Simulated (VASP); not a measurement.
Here is the system:

```
BaTe
1.0
    0.00000     3.58225     3.58225
    3.58225     0.00000     3.58225
    3.58225     3.58225     0.00000
Ba Te
1 1
Direct
  0.00000   0.00000   0.00000
  0.50000   0.50000   0.50000
```

These are revPBE GGA, VASP's PBE PAW potentials (set 64) (plane waves; VASP) values and carry that method's errors. Numerical set-up: 520 eV cut-off, Gaussian smearing of 0.050 eV, potentials Ba_sv Te.

Unless said otherwise, spin-orbit coupling is left out, though it shifts the bands of the heavy elements here.

### Question
Estimate the band gap (along the path) with the smallest direct gap where there is one.

### Answer

```yaml
band gap (along the path): 1.75 eV
smallest direct gap (along the path): 2.12 eV
```

Total energies compare only between runs with the same potentials, cut-off and functional.

The compound is BaTe in the rock salt structure. It was relaxed first, which changed the volume by +7 %.
